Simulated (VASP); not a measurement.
Data:

```xyz
3
Lattice="3.5023 0.0000 0.0000 -1.7511 3.0331 0.0000 0.0000 0.0000 19.8006" Properties=species:S:1:pos:R:3 pbc="T T T"
Te     0.0000     2.0220    11.7137
Te     0.0000     2.0220     8.0869
Mo     1.7511     1.0110     9.9003
```

These are HSE06 screened hybrid (exact exchange on a k-mesh reduced by 3x3x1), VASP's PBE PAW potentials (set 64) (plane waves; VASP 6.6.1) values and carry that method's errors. Run with PREC = Normal, EDIFF = 1E-5, 400 eV cut-off, 12×12×1 Γ-centred mesh, Gaussian smearing of 0.050 eV, potentials Te Mo.

Exact exchange is summed on a reduced mesh (NKRED).

Problem. Predict the energy per atom (σ→0), largest force.

Solution. 
```json
{
 "energy per atom (σ→0)": "-7.262 eV/atom",
 "largest_force": "0.00782 Ha/bohr"
}
```

The absolute energy has meaning only against runs of the same code, potentials and settings.

The cell is a sheet with vacuum, built from MoTe2 (2H layered). The cell's shape comes from a PBE relaxation.
